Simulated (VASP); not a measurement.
# GW on MgS (Niningerite), part 2 of 5

Aim: the quasiparticle gap of MgS (Niningerite), and what it costs to get it. The cell is of the rock-salt type, one of the forms listed for this formula. The start is a cell from a database of measured crystal structures.

VASP 6.6.1, plane waves and PAW; the level of theory is named at each step.

So far, gap on the k-mesh (eV): step 3 (empty bands, functional PBE) 2.75.

### Step 4. evGW0

This step: evGW0 on PBE; plane waves and PAW (S_GW, Mg_GW) (VASP 6.6.1).

The lowest NBANDSGW levels in G are updated for four passes while W stays fixed, so the result depends less on the starting levels.

INCAR

```
SYSTEM = MgS
PREC = Accurate
ENCUT = 300
ISMEAR = 0
SIGMA = 0.01
LREAL = .FALSE.
GGA = PE
NBANDS = 232
ALGO = EVGW0
NELMGW = 4
ENCUTGW = 200
NOMEGA = 64
PRECFOCK = Fast
NBANDSGW = 16
LWAVE = .FALSE.
LCHARG = .FALSE.
```

POSCAR

```
MgS
1.0
    0.0000000000      2.6016500000      2.6016500000
    2.6016500000      0.0000000000      2.6016500000
    2.6016500000      2.6016500000      0.0000000000
S Mg
1 1
Direct
    0.5000000000      0.5000000000      0.5000000000
    0.0000000000      0.0000000000      0.0000000000
```

KPOINTS

```
Automatic mesh
0
Gamma
4 4 4
0 0 0
```

The projector-augmented-wave data sets are S_GW and Mg_GW (PBE family, release 64).

Started as:

```
> mpirun -np 8 vasp_std
```

What it wrote:

```text
[banner, memory and clock lines left out]
running    8 mpi-ranks, on    1 nodes
 distrk:  each k-point on    8 cores,    1 groups
 distr:  one band on    1 cores,    8 groups

 POSCAR found type information on POSCAR S Mg
 POSCAR found :  2 types and       2 ions
 [... a notice as in an earlier step ...]

|                                                                             |
|           W    W    AA    RRRRR   N    N  II  N    N   GGGG   !!!           |
|           W    W   A  A   R    R  NN   N  II  NN   N  G    G  !!!           |
|           W    W  A    A  R    R  N N  N  II  N N  N  G       !!!           |
|           W WW W  AAAAAA  RRRRR   N  N N  II  N  N N  G  GGG   !            |
|           WW  WW  A    A  R   R   N   NN  II  N   NN  G    G                |
|           W    W  A    A  R    R  N    N  II  N    N   GGGG   !!!           |
|                                                                             |
|     The default for ENCUTGWSOFT is different in this version of VASP.       |
|     please manually set ENCUTGWSOFT =200 in the INCAR file.                 |
|                                                                             |

 LDA part: xc-table for (Slater+PW92), standard interpolation
 found WAVECAR, reading the header
 POSCAR, INCAR and KPOINTS ok, starting setup
 FFT: planning ... GRIDC
 FFT: planning ... GRID_SOFT
 FFT: planning ... GRID
 reading WAVECAR
 the WAVECAR file was read successfully
 initial charge from wavefunction
 available memory per node:     58.01 GB, setting MAXMEM to     59405

 The Fermi energy was updated, please check that it is located mid-gap
 values below the HOMO (VB) or above the LUMO (CB) will cause erroneous energies
 E-fermi :   5.1451

 calculate exact exchange contribution
 the WAVEDER file was read successfully
energies w=
    0.000    0.000    0.515    0.000    1.028    0.000    1.539    0.000
    2.047    0.000    2.551    0.000    3.049    0.000    3.541    0.000
    4.027    0.000    4.507    0.000    4.980    0.000    5.446    0.000
    5.906    0.000    6.360    0.000    6.808    0.000    7.251    0.000
    7.689    0.000    8.124    0.000    8.555    0.000    8.984    0.000
    9.411    0.000    9.838    0.000   10.265    0.000   10.693    0.000
   11.124    0.000   11.559    0.000   11.998    0.000   12.443    0.000
   12.896    0.000   13.358    0.000   13.830    0.000   14.315    0.000
   14.814    0.000   15.330    0.000   15.865    0.000   16.422    0.000
   17.002    0.000   17.612    0.000   18.254    0.000   18.933    0.000
   19.654    0.000   20.423    0.000   21.248    0.000   22.138    0.000
   23.102    0.000   24.153    0.000   25.306    0.000   26.581    0.000
   27.998    0.000   29.588    0.000   31.387    0.000   33.441    0.000
   35.813    0.000   38.585    0.000   41.869    0.000   45.826    0.000
   50.682    0.000   56.785    0.000   64.681    0.000   75.281    0.000
   90.243    0.000  112.913    0.000  151.228    0.000  229.673    0.000
 responsefunction array rank=     232
 LDA part: xc-table for (Slater+PW92), standard interpolation

 min. memory requirement per mpi rank    130.7 MB, per node   1045.8 MB

 allocating   8 responsefunctions rank=   232
 shmem allocating  64 responsefunctions rank=   232
 response function shared by NCSHMEM nodes    1
 Doing            8  frequencies on each core in blocks of           64
NQ=   1    0.0000    0.0000    0.0000,
|.........|.........|.........|.........|.........|.........|.........|.........
 performed        176000 updates of chi_q(r,r)
 total number of BLAS operations         73.89 Gflops
NQ=   2    0.2500    0.0000    0.0000,
|.........|.........|.........|.........|.........|.........|.........|.........
 performed        619000 updates of chi_q(r,r)
 total number of BLAS operations        250.29 Gflops
NQ=   3    0.5000    0.0000    0.0000,
|.........|.........|.........|.........|.........|.........|.........|.........
 performed        928000 updates of chi_q(r,r)
 total number of BLAS operations        379.11 Gflops
NQ=   4    0.2500    0.2500    0.0000,
|.........|.........|.........|.........|.........|.........|.........|.........
 performed       1319000 updates of chi_q(r,r)
 total number of BLAS operations        527.92 Gflops
NQ=   5    0.5000    0.2500    0.0000,
|.........|.........|.........|.........|.........|.........|.........|.........
 performed       1881000 updates of chi_q(r,r)
 total number of BLAS operations        757.63 Gflops
NQ=   6   -0.2500    0.2500    0.0000,
|.........|.........|.........|.........|.........|.........|.........|.........
 performed       2368000 updates of chi_q(r,r)
 total number of BLAS operations        950.01 Gflops
NQ=   7    0.5000    0.5000    0.0000,
|.........|.........|.........|.........|.........|.........|.........|.........
 performed       2648000 updates of chi_q(r,r)
 total number of BLAS operations       1060.43 Gflops
NQ=   8   -0.2500    0.5000    0.2500,
|.........|.........|.........|.........|.........|.........|.........|.........
 performed       3046000 updates of chi_q(r,r)
 total number of BLAS operations       1220.53 Gflops
 resolving degeneracies of screened two electron integrals

 calculate QP shifts <psi_nk| G(iteration)W_0 |psi_nk>: iteration 1
 allocating   8 responsefunctions rank=   232
 shmem allocating  64 responsefunctions rank=   232
 response function shared by NCSHMEM nodes    1
 Doing            8  frequencies on each core in blocks of           64
NQ=   1    0.0000    0.0000    0.0000,
|.........|.........|.........|.........|.........|.........|.........|.........
 performed        176000 updates of chi_q(r,r)
 total number of BLAS operations         73.89 Gflops
NQ=   2    0.2500    0.0000    0.0000,
|.........|.........|.........|.........|.........|.........|.........|.........
 performed        619000 updates of chi_q(r,r)
 total number of BLAS operations        250.29 Gflops
NQ=   3    0.5000    0.0000    0.0000,
|.........|.........|.........|.........|.........|.........|.........|.........
 performed        928000 updates of chi_q(r,r)
 total number of BLAS operations        379.11 Gflops
NQ=   4    0.2500    0.2500    0.0000,
|.........|.........|.........|.........|.........|.........|.........|.........
 performed       1319000 updates of chi_q(r,r)
 total number of BLAS operations        527.92 Gflops
NQ=   5    0.5000    0.2500    0.0000,
|.........|.........|.........|.........|.........|.........|.........|.........
 performed       1881000 updates of chi_q(r,r)
 total number of BLAS operations        757.63 Gflops
NQ=   6   -0.2500    0.2500    0.0000,
|.........|.........|.........|.........|.........|.........|.........|.........
 performed       2368000 updates of chi_q(r,r)
 total number of BLAS operations        950.01 Gflops
NQ=   7    0.5000    0.5000    0.0000,
|.........|.........|.........|.........|.........|.........|.........|.........
 performed       2648000 updates of chi_q(r,r)
 total number of BLAS operations       1060.43 Gflops
NQ=   8   -0.2500    0.5000    0.2500,
|.........|.........|.........|.........|.........|.........|.........|.........
 performed       3046000 updates of chi_q(r,r)
 total number of BLAS operations       1220.53 Gflops
 resolving degeneracies of screened two electron integrals

 calculate QP shifts <psi_nk| G(iteration)W_0 |psi_nk>: iteration 2
 allocating   8 responsefunctions rank=   232
 shmem allocating  64 responsefunctions rank=   232
 response function shared by NCSHMEM nodes    1
 Doing            8  frequencies on each core in blocks of           64
NQ=   1    0.0000    0.0000    0.0000,
|.........|.........|.........|.........|.........|.........|.........|.........
 performed        176000 updates of chi_q(r,r)
 total number of BLAS operations         73.89 Gflops
NQ=   2    0.2500    0.0000    0.0000,
|.........|.........|.........|.........|.........|.........|.........|.........
 performed        619000 updates of chi_q(r,r)
 total number of BLAS operations        250.29 Gflops
NQ=   3    0.5000    0.0000    0.0000,
|.........|.........|.........|.........|.........|.........|.........|.........
 performed        928000 updates of chi_q(r,r)
 total number of BLAS operations        379.11 Gflops
NQ=   4    0.2500    0.2500    0.0000,
|.........|.........|.........|.........|.........|.........|.........|.........
 performed       1319000 updates of chi_q(r,r)
 total number of BLAS operations        527.92 Gflops
NQ=   5    0.5000    0.2500    0.0000,
|.........|.........|.........|.........|.........|.........|.........|.........
 performed       1881000 updates of chi_q(r,r)
 total number of BLAS operations        757.63 Gflops
NQ=   6   -0.2500    0.2500    0.0000,
|.........|.........|.........|.........|.........|.........|.........|.........
 performed       2368000 updates of chi_q(r,r)
 total number of BLAS operations        950.01 Gflops
NQ=   7    0.5000    0.5000    0.0000,
|.........|.........|.........|.........|.........|.........|.........|.........
 performed       2648000 updates of chi_q(r,r)
 total number of BLAS operations       1060.43 Gflops
NQ=   8   -0.2500    0.5000    0.2500,
|.........|.........|.........|.........|.........|.........|.........|.........
 performed       3046000 updates of chi_q(r,r)
 total number of BLAS operations       1220.53 Gflops
 resolving degeneracies of screened two electron integrals

 calculate QP shifts <psi_nk| G(iteration)W_0 |psi_nk>: iteration 3
 allocating   8 responsefunctions rank=   232
 shmem allocating  64 responsefunctions rank=   232
 response function shared by NCSHMEM nodes    1
 Doing            8  frequencies on each core in blocks of           64
NQ=   1    0.0000    0.0000    0.0000,
|.........|.........|.........|.........|.........|.........|.........|.........
 performed        176000 updates of chi_q(r,r)
 total number of BLAS operations         73.89 Gflops
NQ=   2    0.2500    0.0000    0.0000,
|.........|.........|.........|.........|.........|.........|.........|.........
 performed        619000 updates of chi_q(r,r)
 total number of BLAS operations        250.29 Gflops
NQ=   3    0.5000    0.0000    0.0000,
|.........|.........|.........|.........|.........|.........|.........|.........
 performed        928000 updates of chi_q(r,r)
 total number of BLAS operations        379.11 Gflops
NQ=   4    0.2500    0.2500    0.0000,
|.........|.........|.........|.........|.........|.........|.........|.........
 performed       1319000 updates of chi_q(r,r)
 total number of BLAS operations        527.92 Gflops
NQ=   5    0.5000    0.2500    0.0000,
|.........|.........|.........|.........|.........|.........|.........|.........
 performed       1881000 updates of chi_q(r,r)
 total number of BLAS operations        757.63 Gflops
NQ=   6   -0.2500    0.2500    0.0000,
|.........|.........|.........|.........|.........|.........|.........|.........
 performed       2368000 updates of chi_q(r,r)
 total number of BLAS operations        950.01 Gflops
NQ=   7    0.5000    0.5000    0.0000,
|.........|.........|.........|.........|.........|.........|.........|.........
 performed       2648000 updates of chi_q(r,r)
 total number of BLAS operations       1060.43 Gflops
NQ=   8   -0.2500    0.5000    0.2500,
|.........|.........|.........|.........|.........|.........|.........|.........
 performed       3046000 updates of chi_q(r,r)
 total number of BLAS operations       1220.53 Gflops
 resolving degeneracies of screened two electron integrals

 calculate QP shifts <psi_nk| G(iteration)W_0 |psi_nk>: iteration 4
 entering main loop
```

Elapsed: 81 s, on 8 MPI ranks of Intel Xeon Platinum 8259CL at 2.50GHz (Skylake/Cascade Lake), shared host; peak memory 1.7 GiB.

Parts of OUTCAR (step 4):

```text
The static configuration has the point symmetry O_h .

 Found      8 irreducible k-points:

   k-points           NKPTS =      8   k-points in BZ     NKDIM =     64   number of bands    NBANDS=    232

   NELECT =       8.0000    total number of electrons

 E-fermi :   5.1451

 QP shifts <psi_nk| G(iteration)W_0 |psi_nk>: iteration 1
 for sc-GW calculations column KS-energies equals QP-energies in previous step
 and V_xc(KS)=  KS-energies - (<T + V_ion + V_H > + <T+V_H+V_ion>^1  + <V_x>^1)
 k-point   1 :       0.0000    0.0000    0.0000
  band No.  KS-energies  QP-energies   sigma(KS)   V_xc(KS)     V^pw_x(r,r')   Z            occupation Imag(sigma)
      1      -8.9028      -9.8385     -13.9583     -12.5922     -20.8484       0.6849       2.0000       1.4472
      2       3.7694       2.6986     -14.6908     -13.2997     -16.2922       0.7697       2.0000       0.0358
      3       3.7694       2.6986     -14.6908     -13.2997     -16.2922       0.7697       2.0000       0.0358
      4       3.7694       2.6986     -14.6908     -13.2997     -16.2922       0.7697       2.0000       0.0358
      5       7.4661       7.9312      -9.4189     -10.0046      -5.3349       0.7941       0.0000      -0.0655
      6      11.6891      12.1910      -8.6945      -9.3311      -4.2219       0.7884       0.0000      -0.0776
      7      11.6891      12.1910      -8.6945      -9.3311      -4.2219       0.7884       0.0000      -0.0776
      8      11.6891      12.1910      -8.6945      -9.3311      -4.2219       0.7884       0.0000      -0.0776
    ...

 k-point   2 :       0.2500    0.0000    0.0000
  band No.  KS-energies  QP-energies   sigma(KS)   V_xc(KS)     V^pw_x(r,r')   Z            occupation Imag(sigma)
      1      -8.3417      -9.2199     -14.1419     -12.8956     -20.9528       0.7046       2.0000       1.3328
      2       0.9541      -0.1806     -13.1234     -11.6040     -15.4036       0.7468       2.0000       0.0521
      3       3.4475       2.3595     -14.5111     -13.0927     -16.1831       0.7670       2.0000       0.0384
      4       3.4475       2.3595     -14.5111     -13.0927     -16.1831       0.7670       2.0000       0.0384
      5       8.7135       9.1275      -9.0212      -9.5450      -4.8546       0.7904       0.0000      -0.0661
      6      11.5502      12.1131      -8.7472      -9.4687      -4.2118       0.7802       0.0000      -0.0821
      7      11.5502      12.1131      -8.7472      -9.4687      -4.2118       0.7802       0.0000      -0.0821
      8      12.0516      12.5754      -9.9922     -10.6770      -5.1803       0.7648       0.0000      -0.0902
    ...

 k-point   3 :       0.5000    0.0000    0.0000
  band No.  KS-energies  QP-energies   sigma(KS)   V_xc(KS)     V^pw_x(r,r')   Z            occupation Imag(sigma)
      1      -7.5927      -8.4313     -14.6429     -13.4671     -21.2653       0.7132       2.0000       1.1441
      2      -1.0740      -2.2641     -12.2611     -10.6102     -15.3128       0.7208       2.0000       0.1054
      3       3.1786       2.0666     -14.4140     -12.9644     -16.1646       0.7670       2.0000       0.0410
      4       3.1786       2.0666     -14.4140     -12.9644     -16.1646       0.7670       2.0000       0.0410
      5       8.3021       8.6594      -8.6759      -9.1241      -4.6361       0.7974       0.0000      -0.0648
      6      10.6413      11.2066      -8.5839      -9.3023      -4.2183       0.7870       0.0000      -0.0738
      7      10.6413      11.2066      -8.5839      -9.3023      -4.2183       0.7870       0.0000      -0.0738
      8      13.8557      14.4599      -9.3124     -10.1357      -3.7956       0.7339       0.0000      -0.1844
    ...

 QP shifts <psi_nk| G(iteration)W_0 |psi_nk>: iteration 2
 k-point   1 :       0.0000    0.0000    0.0000
  band No. old QP-enery  QP-energies   sigma(KS)   T+V_ion+V_H  V^pw_x(r,r')   Z            occupation Imag(sigma)
      1      -9.8385     -10.1101     -13.9088       3.6894     -20.8484       0.7131       2.0000       1.4359
      2       2.6986       2.5246     -14.5979      17.0691     -16.2922       0.7653       2.0000       0.0390
      3       2.6986       2.5246     -14.5979      17.0691     -16.2922       0.7653       2.0000       0.0390
      4       2.6986       2.5246     -14.5979      17.0691     -16.2922       0.7653       2.0000       0.0390
      5       7.9312       7.9887      -9.4673      17.4707      -5.3349       0.7975       0.0000      -0.0661
      6      12.1910      12.2606      -8.7408      21.0202      -4.2219       0.7867       0.0000      -0.0773
      7      12.1910      12.2606      -8.7408      21.0202      -4.2219       0.7867       0.0000      -0.0773
      8      12.1910      12.2606      -8.7408      21.0202      -4.2219       0.7867       0.0000      -0.0773
    ...

 QP shifts <psi_nk| G(iteration)W_0 |psi_nk>: iteration 3
 k-point   1 :       0.0000    0.0000    0.0000
  band No. old QP-enery  QP-energies   sigma(KS)   T+V_ion+V_H  V^pw_x(r,r')   Z            occupation Imag(sigma)
      1     -10.1101     -10.1736     -13.8899       3.6894     -20.8484       0.7021       2.0000       1.4415
      2       2.5246       2.4920     -14.5869      17.0691     -16.2922       0.7673       2.0000       0.0390
      3       2.5246       2.4920     -14.5869      17.0691     -16.2922       0.7673       2.0000       0.0390
      4       2.5246       2.4920     -14.5869      17.0691     -16.2922       0.7673       2.0000       0.0390
      5       7.9887       7.9953      -9.4738      17.4707      -5.3349       0.7985       0.0000      -0.0656
      6      12.2606      12.2714      -8.7458      21.0202      -4.2219       0.7872       0.0000      -0.0770
      7      12.2606      12.2714      -8.7458      21.0202      -4.2219       0.7872       0.0000      -0.0770
      8      12.2606      12.2714      -8.7458      21.0202      -4.2219       0.7872       0.0000      -0.0770
    ...

 QP shifts <psi_nk| G(iteration)W_0 |psi_nk>: iteration 4
 k-point   1 :       0.0000    0.0000    0.0000
  band No. old QP-enery  QP-energies   sigma(KS)   T+V_ion+V_H  V^pw_x(r,r')   Z            occupation Imag(sigma)
      1     -10.1736     -10.1901     -13.8865       3.6894     -20.8484       0.7024       2.0000       1.4426
      2       2.4920       2.4856     -14.5854      17.0691     -16.2922       0.7670       2.0000       0.0389
      3       2.4920       2.4856     -14.5854      17.0691     -16.2922       0.7670       2.0000       0.0389
      4       2.4920       2.4856     -14.5854      17.0691     -16.2922       0.7670       2.0000       0.0389
      5       7.9953       7.9957      -9.4748      17.4707      -5.3349       0.7986       0.0000      -0.0655
      6      12.2714      12.2731      -8.7466      21.0202      -4.2219       0.7874       0.0000      -0.0770
      7      12.2714      12.2731      -8.7466      21.0202      -4.2219       0.7874       0.0000      -0.0770
      8      12.2714      12.2731      -8.7466      21.0202      -4.2219       0.7874       0.0000      -0.0770
    ...

[... 7 parts as in an earlier step ...]

[... 26 further parts left out ...]
```

Numbers from this step:

```
quasiparticle gap on the mesh                 : 4.619 eV
smallest direct quasiparticle gap on the mesh : 5.510 eV
gap of the starting orbitals on the mesh      : 2.751 eV
```

QP gap by iteration, by row:

```
iteration  gap (eV)  direct gap (eV)
        1     4.347            5.233
        2     4.575            5.464
        3     4.612            5.503
        4     4.619             5.51
```

GW takes the gap from 2.751 to 4.619 eV. The last pass still moved it by +7 meV. The value holds for 232 bands, ENCUTGW = 200 eV and this mesh, and isn't shown to be converged in them.

[end of part 2 of 5]

[Lines on the potential files, build, host, timing and source positions are cut from VASP's logs without a mark.]

[Logs are printed without paths, hosts, clocks, repeated set-up lines and the standing remarks that a program may print on its own settings, such as how far it seeks lower states.]

[Hosts, paths, dates, database ids (printed as entryN), source tags and the programs' standing remarks are cut or masked in the printed files.]

[Pressures printed for these runs are not shown converged in the cutoff: they can be off by several GPa and have the wrong sign.]
